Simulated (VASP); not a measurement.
# La2O3: optical spectrum, part 3 of 3

Aim: the dielectric function of La2O3 for independent particles, and its static limit with local fields. The cell has space group P-3m1, a computed entry that need not be the common form of this compound. The start is a computed cell from the Materials Project.

VASP 6.6.1, plane waves and PAW; the level of theory is named at each step.

So far. Step 2 (Ground state): The cell has a gap of 3.91 eV on this mesh. Spin-orbit coupling is left out, which can shift or reorder these edges. Step 4 (Static response with local fields): The mean electronic (clamped-ion) dielectric constant is 4.78.

## 5. Spectrum at r2SCAN

This step: r2SCAN; plane waves and PAW (La, O) (VASP 6.6.1).

The spectrum is made again with r2SCAN.

Contents of INCAR:

```
SYSTEM = La2O3
PREC = Accurate
ENCUT = 520
EDIFF = 1E-07
NELM = 100
ISMEAR = 0
SIGMA = 0.05
LREAL = .FALSE.
ALGO = Normal
METAGGA = R2SCAN
LASPH = .TRUE.
NBANDS = 56
LWAVE = .FALSE.
LCHARG = .FALSE.
KPAR = 4
LOPTICS = .TRUE.
NEDOS = 2000
CSHIFT = 0.1
```

Contents of POSCAR:

```
La2O3
1.0
    3.9307778780      0.0000000000      0.0000000000
   -1.9653889390      3.4041534990      0.0000000000
    0.0000000000      0.0000000000      6.1119535200
La O
2 3
Direct
    0.3333333333      0.6666666667      0.2462356800
    0.6666666667      0.3333333333      0.7537643200
    0.0000000000      0.0000000000      0.0000000000
    0.3333333333      0.6666666667      0.6458906500
    0.6666666667      0.3333333333      0.3541093500
```

Contents of KPOINTS:

```
Automatic mesh
0
Gamma
9 9 5
0 0 0
```

Potentials, in the order of the species: La and O (PBE family, release 64).

The run is started by

```sh
$ mpirun -np 4 vasp_std
```

Output:

```text
[banner, memory and clock lines left out]
running    4 mpi-ranks, on    1 nodes
 distrk:  each k-point on    1 cores,    4 groups
 distr:  one band on    1 cores,    1 groups

 POSCAR found type information on POSCAR LaO
 POSCAR found :  2 types and       5 ions
|                                                                             |
|               ----> ADVICE to this user running VASP <----                  |
|                                                                             |
|     You enforced a specific xc type in the INCAR file but a different       |
|     [... a line on the potential file left out ...]
|     I HOPE YOU KNOW WHAT YOU ARE DOING!                                     |
|                                                                             |

 LDA part: xc-table for (None), standard interpolation
 POSCAR, INCAR and KPOINTS ok, starting setup
 FFT: planning ... GRIDC
 FFT: planning ... GRID_SOFT
 FFT: planning ... GRID
 WAVECAR not read
 entering main loop
       N       E                     dE             d eps       ncg     rms          rms(c)
DAV:   1     0.341780780238E+03    0.34178E+03   -0.13949E+04  7688   0.111E+03
DAV:   2    -0.497840741110E+02   -0.39156E+03   -0.30379E+03  6280   0.245E+02
DAV:   3    -0.110039379540E+03   -0.60255E+02   -0.56131E+02  6232   0.102E+02
DAV:   4    -0.114755347486E+03   -0.47160E+01   -0.46023E+01  8800   0.262E+01
DAV:   5    -0.114951325446E+03   -0.19598E+00   -0.19484E+00  9440   0.488E+00    0.139E+01
DAV:   6    -0.956004707127E+02    0.19351E+02   -0.85745E+00  8896   0.160E+01    0.517E+00
DAV:   7    -0.960235479101E+02   -0.42308E+00   -0.11182E+00  8288   0.472E+00    0.344E+00
DAV:   8    -0.960612853218E+02   -0.37737E-01   -0.20769E-01  9000   0.258E+00    0.865E-01
DAV:   9    -0.960563946475E+02    0.48907E-02   -0.26109E-02  9336   0.103E+00    0.302E-01
DAV:  10    -0.960569888380E+02   -0.59419E-03   -0.85214E-03  8816   0.382E-01    0.176E-01
DAV:  11    -0.960575303061E+02   -0.54147E-03   -0.12235E-03  8720   0.212E-01    0.587E-02
DAV:  12    -0.960575009571E+02    0.29349E-04   -0.25912E-04 10432   0.914E-02    0.156E-02
DAV:  13    -0.960575131444E+02   -0.12187E-04   -0.59386E-05  9240   0.312E-02    0.909E-03
DAV:  14    -0.960575138896E+02   -0.74519E-06   -0.65268E-06  9512   0.124E-02    0.369E-03
DAV:  15    -0.960575137018E+02    0.18783E-06   -0.21313E-06  9672   0.553E-03    0.155E-03
DAV:  16    -0.960575136822E+02    0.19619E-07   -0.90926E-08  5472   0.171E-03
   1 F= -.96057514E+02 E0= -.96057514E+02  d E =-.184907E-11
 optical routines
 imaginary and real dielectric function
 direction            1
 direction            2
 direction            3
```

Run time: 2.4 min. Hardware: 4 MPI ranks of Intel Xeon 6975P-C (Granite Rapids), shared host; peak memory 2 GiB.

OUTCAR, selected parts (step 5):

```text
   NELECT =      40.0000    total number of electrons

 E-fermi :   5.9026

 k-point     1 :       0.0000    0.0000    0.0000
  band No.  band energies     occupation
    ...
     16       3.5987      2.00000
     17       4.0750      2.00000
     18       5.3373      2.00000
     19       5.3373      2.00000
     20       5.6041      2.00000
     21      10.5158      0.00000
     22      10.8467      0.00000
     23      10.8467      0.00000
     24      11.4946      0.00000
     25      11.7315      0.00000
    ...

  Total        0.0737244      0.0737244      0.1301639      0.0000000      0.0000000      0.0000000
  in kB        1.4442891      1.4442891      2.5499597      0.0000000      0.0000000      0.0000000
  external PRESSURE =       1.8128460 kB  Pullay stress =       0.0000000 kB

 POSITION                                       TOTAL-FORCE (eV/Angst)
 -----------------------------------------------------------------------------------
     -0.00000      2.26944      1.50498         0.000000     -0.000000     -0.019932
      1.96539      1.13472      4.60697        -0.000000      0.000000      0.019932
      0.00000      0.00000      0.00000        -0.000000      0.000000     -0.000000
     -0.00000      2.26944      3.94765         0.000000      0.000000      0.013079
      1.96539      1.13472      2.16430        -0.000000     -0.000000     -0.013079
 -----------------------------------------------------------------------------------
    total drift:                               -0.000000      0.000000      0.000000

  FREE ENERGIE OF THE ION-ELECTRON SYSTEM (eV)
  ---------------------------------------------------
  free  energy   TOTEN  =       -96.0575136822 eV

  energy  without entropy=      -96.0575136822  energy(sigma->0) =      -96.05751368

 plasma frequency squared (from intraband transitions) (eV^2)
  --------------------------------------------------------------------------------------
       0.000       0.000       0.000
       0.000       0.000       0.000
       0.000       0.000       0.000

[... 8 parts as in an earlier step ...]

[... 8 further parts left out ...]
```

The PAW data sets were made with PBE, which is usual practice but a small mismatch for other functionals.

Numbers from this step:

```
free energy (TOTEN)            : -96.0575 eV
Fermi energy                   : 5.903 eV
pressure                       : 0.1813 GPa
gap on the k-mesh              : 4.289 eV
least direct gap on the k-mesh : 4.364 eV
```

The imaginary dielectric function has structure finer than the step of the table below, so its rows give means over 1 eV, whole bins alone (the curve runs from 0 to 25.0 eV). Peaks (eV: height): xx 6.9: 6.01, 7.8: 6.30, 10.5: 7.23, 18.7: 2.72, 23.9: 2.72; zz 6.6: 6.34, 8.1: 6.13, 10.4: 5.85, 19.4: 3.68, 21.8: 3.05.

Absorption under the direct gap is the tail of the CSHIFT broadening, and fine structure depends on the mesh. Table of imaginary dielectric function by photon energy; means over each step:

| photon energy (eV) | xx | zz |
| --- | --- | --- |
| 1 | 0.0109 | 0.0107 |
| 2 | 0.0253 | 0.0249 |
| 3 | 0.0516 | 0.0509 |
| 4 | 0.151 | 0.159 |
| 5 | 1.82 | 1.59 |
| 6 | 4.10 | 4.58 |
| 7 | 5.53 | 5.69 |
| 8 | 5.50 | 5.31 |
| 9 | 4.59 | 4.17 |
| 10 | 5.78 | 5.59 |
| 11 | 4.52 | 3.16 |
| 12 | 1.96 | 1.17 |
| 13 | 0.976 | 0.611 |
| 14 | 0.545 | 0.344 |
| 15 | 0.638 | 0.488 |
| 16 | 0.906 | 0.868 |
| 17 | 1.15 | 1.62 |
| 18 | 1.33 | 1.84 |
| 19 | 2.29 | 2.93 |
| 20 | 1.99 | 2.69 |
| 21 | 2.14 | 2.44 |
| 22 | 2.47 | 2.76 |
| 23 | 2.26 | 2.45 |
| 24 | 2.20 | 1.44 |

Real dielectric function against photon energy:

| photon energy (eV) | xx | zz |
| --- | --- | --- |
| 0.0 | 4.41 | 4.31 |
| 0.5 | 4.42 | 4.32 |
| 1.0 | 4.46 | 4.36 |
| 1.5 | 4.53 | 4.43 |
| 2.0 | 4.63 | 4.53 |
| 2.5 | 4.78 | 4.68 |
| 3.0 | 4.99 | 4.88 |
| 3.5 | 5.30 | 5.18 |
| 4.0 | 5.78 | 5.66 |
| 4.5 | 6.74 | 6.61 |
| 5.0 | 7.11 | 6.70 |
| 5.5 | 7.18 | 7.59 |
| 6.0 | 6.64 | 7.36 |
| 6.5 | 6.03 | 5.62 |
| 7.0 | 4.21 | 3.97 |
| 7.5 | 3.80 | 2.96 |
| 8.0 | 2.43 | 2.84 |
| 8.5 | 1.78 | 1.02 |
| 9.0 | 2.06 | 2.26 |
| 9.5 | 2.01 | 2.15 |
| 10.0 | 2.32 | 0.407 |
| 10.5 | -0.390 | -1.29 |
| 11.0 | -2.37 | -2.33 |
| 11.5 | -1.73 | -1.36 |
| 12.0 | -1.21 | -0.707 |
| 12.5 | -1.08 | -0.381 |
| 13.0 | -0.600 | 0.0694 |
| 13.5 | -0.215 | 0.387 |
| 14.0 | 0.254 | 0.791 |
| 14.5 | 0.666 | 1.14 |
| 15.0 | 1.04 | 1.63 |
| 15.5 | 1.12 | 1.66 |
| 16.0 | 1.26 | 1.93 |
| 16.5 | 1.40 | 2.30 |
| 17.0 | 1.33 | 2.08 |
| 17.5 | 1.44 | 1.97 |
| 18.0 | 1.92 | 1.96 |
| 18.5 | 2.21 | 2.25 |
| 19.0 | 0.918 | 2.02 |
| 19.5 | 0.927 | 0.774 |
| 20.0 | 1.04 | 0.426 |
| 20.5 | 0.919 | 0.594 |
| 21.0 | 0.950 | 0.651 |
| 21.5 | 0.874 | 0.512 |
| 22.0 | 0.235 | -0.181 |
| 22.5 | 0.145 | -0.270 |
| 23.0 | -0.216 | -0.797 |
| 23.5 | -0.131 | -1.41 |
| 24.0 | -1.26 | -1.40 |
| 24.5 | -1.17 | -1.12 |

## 6. What came out

| Quantity | Value |
| --- | --- |
| PBE, independent particles | eps xx at zero frequency 4.85, centre of weight of eps2 xx, over the range kept, at 11.94 eV, mesh 9×9×5 |
| r2SCAN, independent particles | eps xx at zero frequency 4.41, centre of weight of eps2 xx, over the range kept, at 12.71 eV, mesh 9×9×5 |
| PBE, with local fields | eps 4.81, 4.81, 4.71 |

In words: Local fields, and the bands above those summed, take the mean static value from 4.82 to 4.78. Excitons and quasiparticle shifts are absent, so the onset can't be set against measurement and its shape can differ. Spin-orbit coupling is left out; with La in the cell it can split or shift band edges, by an amount that depends on which atoms form them and isn't tested here.

[Lines on the potential files, build, host, timing and source positions are cut from VASP's logs without a mark.]

[Logs are printed without paths, hosts, clocks, repeated set-up lines and the standing remarks that a program may print on its own settings, such as how far it seeks lower states.]

[Hosts, paths, dates, database ids (printed as entryN), source tags and the programs' standing remarks are cut or masked in the printed files.]
